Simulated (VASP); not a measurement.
An input for Ansatz (written as the equivalent of a VASP run, and not itself run):

Ansatz 0.2 input:
```yaml
crystal:
  lattice:
    - [2.7824629, 0.0000000, 0.0000000]
    - [0.0000000, 2.7824629, 0.0000000]
    - [0.0000000, 0.0000000, 2.7824629]
  atoms:
    - { symbol: B, position: [0.0000000, 0.0000000, 0.0000000] }
    - { symbol: As, position: [0.5000000, 0.5000000, 0.5000000] }
kpoints:
  mp_grid: { grid: [13, 13, 13] }
hamiltonian:
  xc: pbesol
  pseudopotentials: { kind: paw }
scf:
  occupations: { method: methfessel_paxton, width: 0.1 }
  max_iter: 100
relax:
  max_steps: 40
  f_tol: 0.02
  cell: { p_target: 20 }
output: { forces: true, stress: true, eigenvalues: true }
```

### Question
Write the VASP files for the same calculation (PBEsol).

### Answer
One answer among several that fit: 
### INCAR
```
# general
SYSTEM  = BAs
PREC    = Accurate
ENCUT   = 620   # plane-wave cut-off (eV)
LREAL   = .FALSE.   # projection in real space or not
LASPH   = .TRUE.

# electronic loop
EDIFF   = 1E-6   # SCF stop (eV)
NELM    = 100   # most electronic steps
ALGO    = Normal   # blocked Davidson
LMAXMIX = 4   # l cut-off of mixed one-centre charges

# smearing
ISMEAR  = 1   # Methfessel-Paxton
SIGMA   = 0.1

# functional
GGA     = PS

# ions
IBRION  = 2   # conjugate gradients
NSW     = 40
ISIF    = 3   # ions, shape and volume
EDIFFG  = -0.02
PSTRESS = 200

# output
LWAVE   = .FALSE.
LCHARG  = .FALSE.
```

### KPOINTS
```
Automatic mesh
0
Gamma
13 13 13
0 0 0
```

**POSCAR**
```
BAs
1.0
  2.7824628800   0.0000000000   0.0000000000
  0.0000000000   2.7824628800   0.0000000000
  0.0000000000   0.0000000000   2.7824628800
B As
1 1
Cart
  0.0000000000   0.0000000000   0.0000000000
  1.3912314400   1.3912314400   1.3912314400
```

POTCAR, in this order: B As (PBE.64 set). Program: vasp_std.

What does not carry over: each code has its own PAW files, so the cut-off isn't converted (ENCUT is set for VASP's; basis.ecutwfc is left out, and Ansatz then takes the one that its files recommend); Ansatz stops its SCF on the density residual and VASP on the energy change (EDIFF).

The structure was generated: BAs was put into the CsCl type type (Pm-3m), which need not be its known phase. It was relaxed first under an external pressure of 20 GPa.
